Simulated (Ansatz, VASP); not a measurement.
# Cross-check of H52C5SNO23F3 between VASP and Ansatz

One calculation is typed for both programs; each brings its own data sets. How far apart do they land? The structure shown is the start of the Ansatz relaxation below; VASP solves that cell, so the two are compared at the walk's first step.

Main program and level: Ansatz 0.2.0; plane waves, with VASP 6.6.1 beside it; single point at PBE with D4.

## 1. Set-up

The cell holds 85 atoms: 5 C, 1 N, 52 H, 23 O, 1 S and 3 F. Cell: a = 9.548 Å, b = 9.548 Å, c = 9.548 Å, α = 90.0°, β = 90.0°, γ = 90.0°. The cell carries charge −1.

## 2. Ansatz: relaxation, PBE with D4

Ansatz runs on its default PAW (the set named soft_2) files.

The two programs are compared at the cell with which this relaxation starts, whose forces are those of its first step.

input.yaml reads:

```yaml
crystal:
  lattice:
    - [9.54848, 0.0, 0.0]
    - [0.0, 9.54848, 0.0]
    - [0.0, 0.0, 9.54848]
  atoms:
    - { symbol: C, position: [0.49259, 0.66128, 0.38428] }
    - { symbol: "N", position: [0.54089, 0.6939, 0.52975] }
    - { symbol: C, position: [0.62755, 0.57428, 0.58319] }
    - { symbol: C, position: [0.41651, 0.71608, 0.62311] }
    - { symbol: C, position: [0.62851, 0.82422, 0.5266] }
    - { symbol: H, position: [0.42961, 0.56561, 0.38739] }
    - { symbol: H, position: [0.42951, 0.74876, 0.34596] }
    - { symbol: H, position: [0.58528, 0.64692, 0.31855] }
    - { symbol: H, position: [0.56314, 0.47969, 0.58158] }
    - { symbol: H, position: [0.71855, 0.563, 0.51449] }
    - { symbol: H, position: [0.66183, 0.59669, 0.69019] }
    - { symbol: H, position: [0.35561, 0.61913, 0.62724] }
    - { symbol: H, position: [0.35442, 0.80301, 0.58126] }
    - { symbol: H, position: [0.45505, 0.74345, 0.72725] }
    - { symbol: H, position: [0.56511, 0.9093, 0.48372] }
    - { symbol: H, position: [0.71872, 0.80409, 0.45913] }
    - { symbol: H, position: [0.6614, 0.84749, 0.6335] }
    - { symbol: O, position: [0.39261, 0.86117, 0.06718] }
    - { symbol: S, position: [0.24058, 0.87633, 0.09603] }
    - { symbol: O, position: [0.17817, 0.0025, 0.03721] }
    - { symbol: O, position: [0.20457, 0.84646, 0.24302] }
    - { symbol: C, position: [0.16047, 0.72688, 0.9973] }
    - { symbol: F, position: [0.20099, 0.60474, 0.05506] }
    - { symbol: F, position: [0.0205, 0.7354, 0.00248] }
    - { symbol: F, position: [0.20246, 0.73055, 0.86346] }
    - { symbol: O, position: [0.53762, 0.9764, 0.82699] }
    - { symbol: H, position: [0.47949, 0.9528, 0.90785] }
    - { symbol: H, position: [0.63567, 0.96417, 0.85814] }
    - { symbol: O, position: [0.43607, 0.22169, 0.41556] }
    - { symbol: H, position: [0.48832, 0.15052, 0.35893] }
    - { symbol: H, position: [0.48067, 0.222, 0.51062] }
    - { symbol: O, position: [0.81514, 0.42011, 0.13238] }
    - { symbol: H, position: [0.71544, 0.39252, 0.13523] }
    - { symbol: H, position: [0.862, 0.34735, 0.18769] }
    - { symbol: O, position: [0.96976, 0.03833, 0.56039] }
    - { symbol: H, position: [0.07308, 0.03446, 0.54278] }
    - { symbol: H, position: [0.94556, 0.94283, 0.58907] }
    - { symbol: O, position: [0.83834, 0.6784, 0.2735] }
    - { symbol: H, position: [0.82759, 0.59408, 0.2141] }
    - { symbol: H, position: [0.92571, 0.65863, 0.32548] }
    - { symbol: O, position: [0.82083, 0.97028, 0.88518] }
    - { symbol: H, position: [0.83672, 0.06519, 0.84339] }
    - { symbol: H, position: [0.88042, 0.90595, 0.83282] }
    - { symbol: O, position: [0.09284, 0.62007, 0.40738] }
    - { symbol: H, position: [0.12212, 0.52539, 0.37695] }
    - { symbol: H, position: [0.14515, 0.68549, 0.34829] }
    - { symbol: O, position: [0.17568, 0.35073, 0.30516] }
    - { symbol: H, position: [0.09666, 0.28224, 0.30616] }
    - { symbol: H, position: [0.2536, 0.30552, 0.35476] }
    - { symbol: O, position: [0.56038, 0.02756, 0.25504] }
    - { symbol: H, position: [0.50247, 0.97475, 0.18927] }
    - { symbol: H, position: [0.65857, 0.00631, 0.22687] }
    - { symbol: O, position: [0.94347, 0.18344, 0.29982] }
    - { symbol: H, position: [0.92045, 0.10112, 0.24077] }
    - { symbol: H, position: [0.9336, 0.14352, 0.3943] }
    - { symbol: O, position: [0.54949, 0.21992, 0.67847] }
    - { symbol: H, position: [0.499, 0.29487, 0.73305] }
    - { symbol: H, position: [0.53158, 0.13192, 0.73174] }
    - { symbol: O, position: [0.8817, 0.49985, 0.82906] }
    - { symbol: H, position: [0.87769, 0.40348, 0.79255] }
    - { symbol: H, position: [0.86493, 0.48781, 0.92939] }
    - { symbol: O, position: [0.52922, 0.37635, 0.16727] }
    - { symbol: H, position: [0.45757, 0.32416, 0.11288] }
    - { symbol: H, position: [0.51281, 0.34444, 0.26353] }
    - { symbol: O, position: [0.40291, 0.41819, 0.81056] }
    - { symbol: H, position: [0.34326, 0.3719, 0.88079] }
    - { symbol: H, position: [0.45297, 0.49071, 0.86566] }
    - { symbol: O, position: [0.28971, 0.27733, 0.04326] }
    - { symbol: H, position: [0.25599, 0.18067, 0.03291] }
    - { symbol: H, position: [0.23604, 0.31485, 0.12357] }
    - { symbol: O, position: [0.82411, 0.95143, 0.17336] }
    - { symbol: H, position: [0.83737, 0.85212, 0.20215] }
    - { symbol: H, position: [0.83137, 0.95324, 0.06992] }
    - { symbol: O, position: [0.83455, 0.21702, 0.74231] }
    - { symbol: H, position: [0.73542, 0.2235, 0.7109] }
    - { symbol: H, position: [0.88656, 0.16769, 0.66732] }
    - { symbol: O, position: [0.23906, 0.00955, 0.48533] }
    - { symbol: H, position: [0.22708, 0.9642, 0.39385] }
    - { symbol: H, position: [0.30288, 0.0889, 0.46748] }
    - { symbol: O, position: [0.53925, 0.60584, 0.98551] }
    - { symbol: H, position: [0.48864, 0.68958, 0.01553] }
    - { symbol: H, position: [0.53519, 0.54168, 0.06596] }
    - { symbol: O, position: [0.94443, 0.73821, 0.66066] }
    - { symbol: H, position: [0.92395, 0.65894, 0.7242] }
    - { symbol: H, position: [0.006, 0.6973, 0.58961] }
total_charge: -1
kpoints:
  mp_grid: { grid: [1, 1, 1] }
hamiltonian:
  xc: pbe
  dispersion: d4
scf:
  occupations: { method: fermi_dirac, width: 0.01 }
  lower_state_search: "off"
output:
  forces: true
magnetization:
  spin_polarized: true
  initial_magnetization: 1
relax:
  f_tol: 0.05
  max_steps: 90
```

Launch:

```bash
> ansatz run input.yaml --threads 4 --pin off --max-ram 8192MiB --backend cpu --events-out ev --progress --plain --runs-dir out
```

Numbers of over 12 decimals in the logs are rounded to 6 here.

The program printed:

```text
Engine: ansatz 0.2.0, aarch64-unknown-linux-gnu
Pseudopotentials: kind: paw
Pseudopotential: C, paw, valence charge 4, recommended cutoff 420 eV (normal), C.paw.azcp
Pseudopotential: N, paw, valence charge 5, recommended cutoff 420 eV (normal), N.paw.azcp
Pseudopotential: H, paw, valence charge 1, recommended cutoff 420 eV (normal), H.paw.azcp
Pseudopotential: O, paw, valence charge 6, recommended cutoff 420 eV (normal), O.paw.azcp
Pseudopotential: S, paw, valence charge 6, recommended cutoff 420 eV (normal), S.paw.azcp
Pseudopotential: F, paw, valence charge 7, recommended cutoff 420 eV (normal), F.paw.azcp
Functional definition: PBE
  parameter kappa = 0.804
  parameter beta = 0.066725
  exchange = pbe_x(kappa = kappa, mu = beta*pi^2/3)
  correlation = pbe_c(beta = beta)
Crystal: 85 atoms, lattice volume = 870.568 Å³
Basis set: ecut = 420 eV, 17071 PW (Γ), exchange–correlation on 128×128×128 points (8 copies of the dense FFT grid, shifted against one another)
Bands: 207, of which v1, the nominal top of the filled ones, is band 122 counted from 1 (121 counted from 0)
Symmetry: 1 space group operations
Space group: P1 (ITA 1), of the structure as read, at distance tolerance 9.5e-5 Å
Magnetic group: BNS 1.1 (UNI 1), of the structure as read, at distance tolerance 9.5e-5 Å
k-points: 1
Non-local potential: C, projectors of the file, l = 0: 2, l = 1: 2, l = 2: 1
Non-local potential: N, projectors of the file, l = 0: 2, l = 1: 2, l = 2: 1
Non-local potential: H, projectors of the file, l = 0: 2, l = 1: 1
Non-local potential: O, projectors of the file, l = 0: 2, l = 1: 2, l = 2: 1
Non-local potential: S, projectors of the file, l = 0: 2, l = 1: 2, l = 2: 2
Non-local potential: F, projectors of the file, l = 0: 2, l = 1: 2, l = 2: 1
PAW form: soft (Blöchl's): semilocal exchange-correlation on the pseudo side does not see the compensation charge
PAW one-centre angular grid: C, 110 points (default); XC on 64 Gauss nodes
PAW one-centre angular grid: N, 110 points (default); XC on 64 Gauss nodes
PAW one-centre angular grid: H, 110 points (default); XC on 64 Gauss nodes
PAW one-centre angular grid: O, 110 points (default); XC on 64 Gauss nodes
PAW one-centre angular grid: S, 110 points (default); XC on 64 Gauss nodes
PAW one-centre angular grid: F, 110 points (default); XC on 64 Gauss nodes
Starting moments: Σ|m| = 1 μB on 85 of 85 sites
Initial wavefunctions: pseudopotential atomic-orbital guess
Functional: x = pbe(κ = 0.804, μ = 0.219515), c = pbe(β = 0.066725)
SCF iter   1: F=—  HF=-18881.993220 eV  |F-HF|=—  |Δ(HF+E_count)|=         —  Δρ=5.68e-2 (↑5.59e-2 ↓5.68e-2)  dr2=9.88e1  dr2_m=6.84e-3  M=0.549 μB ∫|m|=0.559 μB  β_m=0.30  ethr=3.10e-3  ⟨swp⟩=6.0  Hψ=1952  notcnv=0  defer=28
preconditioner: auto → Resta (q_TF=auto, 2.206 Å⁻¹)  ε∞=2.3  [insulator: Δε(μ)=0.025 eV  Ē_g=15.089 eV  σ=0.010 eV  W_gap=0.55  n_scr=170 (ndim 8)  ℏωp=17.0 eV  f_vac=0.163  D(μ)=34.92/eV (n_scr^D=256)  ε∞_Penn≈2.3]
spin=Collinear: Resta preconditioning applied to the charge; magnetization (m = ρ↑ − ρ↓) channel mixes plain (no charge-response kernel on spin).
SCF iter   2: F=—  HF=-18859.111088 eV  |F-HF|=—  |Δ(HF+E_count)|=    2.29e1  Δρ=2.97e-2 (↑2.89e-2 ↓2.97e-2)  dr2=2.40e1  dr2_m=3.28e-3  M=0.572 μB ∫|m|=0.581 μB  β_m=0.30  ethr=3.10e-3  ⟨swp⟩=3.0  Hψ=749  notcnv=0  defer=152
SCF iter   3: F=—  HF=-18853.347177 eV  |F-HF|=—  |Δ(HF+E_count)|=    5.76e0  Δρ=1.58e-2 (↑1.55e-2 ↓1.58e-2)  dr2=3.97e0  dr2_m=1.82e-3  M=0.561 μB ∫|m|=0.570 μB  β_m=0.30  ethr=3.10e-3  ⟨swp⟩=3.0  Hψ=685  notcnv=0  defer=156
SCF iter   4: F=—  HF=-18852.468960 eV  |F-HF|=—  |Δ(HF+E_count)|=   8.78e-1  Δρ=2.71e-3 (↑2.46e-3 ↓2.71e-3)  dr2=2.18e-1  dr2_m=1.12e-3  M=0.433 μB ∫|m|=0.450 μB  β_m=0.30  ethr=1.64e-3  ⟨swp⟩=5.0  Hψ=847  notcnv=0  defer=154
SCF iter   5: F=—  HF=-18852.471008 eV  |F-HF|=—  |Δ(HF+E_count)|=   2.05e-3  Δρ=1.52e-3 (↑1.52e-3 ↓1.40e-3)  dr2=5.21e-2  dr2_m=8.62e-4  M=0.315 μB ∫|m|=0.328 μB  β_m=0.30  ethr=8.96e-5  ⟨swp⟩=3.5  Hψ=513  notcnv=0  defer=154
SCF iter   6: F=—  HF=-18852.490979 eV  |F-HF|=—  |Δ(HF+E_count)|=   2.00e-2  Δρ=7.53e-4 (↑7.53e-4 ↓6.73e-4)  dr2=1.08e-2  dr2_m=7.73e-4  M=0.168 μB ∫|m|=0.180 μB  β_m=0.30  ethr=2.14e-5  ⟨swp⟩=3.0  Hψ=574  notcnv=0  defer=154
SCF iter   7: F=—  HF=-18852.501866 eV  |F-HF|=—  |Δ(HF+E_count)|=   1.09e-2  Δρ=4.11e-4 (↑4.10e-4 ↓4.11e-4)  dr2=1.72e-3  dr2_m=7.66e-4  M=0.039 μB ∫|m|=0.059 μB  β_m=0.30  ethr=4.45e-6  ⟨swp⟩=3.5  Hψ=511  notcnv=0  defer=154
SCF iter   8: F=—  HF=-18852.504102 eV  |F-HF|=—  |Δ(HF+E_count)|=   2.24e-3  Δρ=2.59e-4 (↑2.57e-4 ↓2.59e-4)  dr2=2.07e-4  dr2_m=4.83e-4  M=-0.000 μB ∫|m|=0.029 μB  β_m=0.30  ethr=7.09e-7  ⟨swp⟩=2.5  Hψ=549  notcnv=0  defer=154
[...]
atom  55  H      0.00277496     0.00430854    -0.01338538
  atom  56  O     -0.00080875    -0.00212334     0.00570378
  atom  57  H      0.00277612    -0.00176193    -0.00243540
  atom  58  H      0.00157665     0.00191390    -0.00004293
  atom  59  O     -0.00168460    -0.00980178     0.03839441
  atom  60  H     -0.00071016     0.00850561     0.00200532
  atom  61  H      0.00287504     0.00478250    -0.04154484
  atom  62  O     -0.00898737    -0.01063427     0.00636963
  atom  63  H      0.00691410     0.00453594     0.00251237
  atom  64  H      0.00346160     0.00512074    -0.00972709
  atom  65  O     -0.00015443     0.00240521     0.00392674
  atom  66  H      0.00077640    -0.00004264    -0.00332046
  atom  67  H     -0.00341957    -0.00630211    -0.00515584
  atom  68  O     -0.00815303     0.00035773     0.01111012
  atom  69  H      0.00002491     0.00229650     0.00116990
  atom  70  H      0.00765609    -0.00629417    -0.01295764
  atom  71  O      0.00286889     0.00170508    -0.00162807
  atom  72  H      0.00083017    -0.00030857    -0.00231098
  atom  73  H      0.00042094    -0.00056544     0.00503013
  atom  74  O      0.00178353    -0.00641678    -0.00937700
  atom  75  H      0.00028114     0.00017263     0.00286993
  atom  76  H     -0.00467339     0.00263041     0.00758775
  atom  77  O      0.01189788     0.01036302    -0.00322358
  atom  78  H      0.00211400     0.00042363     0.00069191
  atom  79  H     -0.01230748    -0.01548282     0.00346034
  atom  80  O      0.00177581    -0.00100661     0.00247768
  atom  81  H      0.00258133    -0.00415666     0.00432964
  atom  82  H     -0.00325660     0.00937728    -0.00488036
  atom  83  O      0.01544733    -0.00230299    -0.00390645
  atom  84  H     -0.00274797    -0.00199624    -0.00133715
  atom  85  H     -0.01181173     0.00240979     0.01143992
  max |Σ_I F_I| component: 1.58e-4 eV/Å
--- Relaxed structure (8 steps of the walk, 6 accepted, 0 SCFs on fresh bases) ---
  F+E_penalty+E_count = -18852.52536772 eV   max|allowed force component| = 4.638e-2 eV/Å
  atoms:
    - { symbol: C, position: [0.492515, 0.663615, 0.384486] }
    - { symbol: N, position: [0.541291, 0.693998, 0.530035] }
    - { symbol: C, position: [0.627301, 0.573452, 0.582144] }
    - { symbol: C, position: [0.417134, 0.715604, 0.623733] }
    - { symbol: C, position: [0.629594, 0.824051, 0.528583] }
    - { symbol: H, position: [0.428858, 0.568194, 0.386333] }
    - { symbol: H, position: [0.429804, 0.752021, 0.347488] }
    - { symbol: H, position: [0.584801, 0.649378, 0.318090] }
    - { symbol: H, position: [0.562515, 0.479066, 0.579277] }
    - { symbol: H, position: [0.718379, 0.561966, 0.513440] }
    - { symbol: H, position: [0.661637, 0.594679, 0.689467] }
    - { symbol: H, position: [0.355577, 0.618939, 0.626322] }
    - { symbol: H, position: [0.355426, 0.803446, 0.583088] }
    - { symbol: H, position: [0.455845, 0.741231, 0.728331] }
    - { symbol: H, position: [0.566130, 0.910343, 0.488169] }
    - { symbol: H, position: [0.719066, 0.804958, 0.459803] }
    - { symbol: H, position: [0.663969, 0.844986, 0.635555] }
    - { symbol: O, position: [0.391323, 0.860955, 0.065876] }
    - { symbol: S, position: [0.238963, 0.876784, 0.094246] }
    - { symbol: O, position: [0.175145, 0.000540091, 0.031115] }
    - { symbol: O, position: [0.201014, 0.847485, 0.241058] }
    - { symbol: C, position: [0.161056, 0.725372, 0.996856] }
    - { symbol: F, position: [0.202695, 0.604054, 0.055755] }
    - { symbol: F, position: [0.020916, 0.732431, 0.00138598] }
    - { symbol: F, position: [0.203576, 0.728253, 0.862938] }
    - { symbol: O, position: [0.537553, 0.975485, 0.825735] }
    - { symbol: H, position: [0.479292, 0.953130, 0.907046] }
    - { symbol: H, position: [0.635740, 0.964212, 0.857526] }
    - { symbol: O, position: [0.438776, 0.222601, 0.415374] }
    - { symbol: H, position: [0.491026, 0.150626, 0.359633] }
    - { symbol: H, position: [0.483228, 0.223508, 0.510484] }
    - { symbol: O, position: [0.815346, 0.419590, 0.131178] }
    - { symbol: H, position: [0.715632, 0.391333, 0.133069] }
    - { symbol: H, position: [0.862193, 0.346661, 0.186949] }
    - { symbol: O, position: [0.970945, 0.039671, 0.561325] }
    - { symbol: H, position: [0.074377, 0.035361, 0.544033] }
    - { symbol: H, position: [0.946559, 0.944180, 0.590772] }
    - { symbol: O, position: [0.836738, 0.675839, 0.274848] }
    - { symbol: H, position: [0.826615, 0.591097, 0.215495] }
    - { symbol: H, position: [0.923912, 0.656627, 0.327728] }
    - { symbol: O, position: [0.820994, 0.970292, 0.885217] }
    - { symbol: H, position: [0.837927, 0.065904, 0.845183] }
    - { symbol: H, position: [0.880600, 0.906637, 0.831417] }
    - { symbol: O, position: [0.091748, 0.620440, 0.409942] }
[...]
- { symbol: O, position: [0.175663, 0.352488, 0.303231] }
[...]
- { symbol: O, position: [0.561729, 0.023913, 0.256748] }
[...]
- { symbol: O, position: [0.942136, 0.185204, 0.298311] }
[...]
- { symbol: O, position: [0.550497, 0.222189, 0.680978] }
[...]
- { symbol: O, position: [0.883814, 0.498672, 0.832035] }
[...]
- { symbol: O, position: [0.528296, 0.376628, 0.164501] }
[...]
- { symbol: O, position: [0.399139, 0.421118, 0.809052] }
[...]
- { symbol: O, position: [0.286104, 0.277624, 0.039859] }
[...]
- { symbol: O, position: [0.825230, 0.948972, 0.173391] }
[...]
- { symbol: O, position: [0.836640, 0.219340, 0.744132] }
    - { symbol: H, position: [0.737519, 0.225847, 0.712357] }
    - { symbol: H, position: [0.888932, 0.170939, 0.668475] }
    - { symbol: O, position: [0.242355, 0.00722511, 0.487179] }
    - { symbol: H, position: [0.227957, 0.964680, 0.394572] }
    - { symbol: H, position: [0.304260, 0.088369, 0.469216] }
    - { symbol: O, position: [0.540012, 0.606609, 0.982895] }
    - { symbol: H, position: [0.489922, 0.690631, 0.013642] }
    - { symbol: H, position: [0.536454, 0.542087, 0.063363] }
    - { symbol: O, position: [0.941678, 0.735288, 0.662235] }
    - { symbol: H, position: [0.923868, 0.655873, 0.726656] }
    - { symbol: H, position: [0.00368704, 0.695472, 0.590605] }
```

In the SCF lines HF is the Harris–Foulkes energy and dr2 the Hartree energy of the density residual, in eV; the loop may stop once dr2 is under the threshold and the program's other checks hold. Hψ counts applications of the Hamiltonian.

[end of part 1 of 2]

[Lines on the potential files, build, host, timing and source positions are cut from VASP's logs without a mark.]

[Logs are printed without paths, hosts, clocks, repeated set-up lines and the standing remarks that a program may print on its own settings, such as how far it seeks lower states.]

[Hosts, paths, dates, database ids (printed as entryN), source tags and the programs' standing remarks are cut or masked in the printed files.]
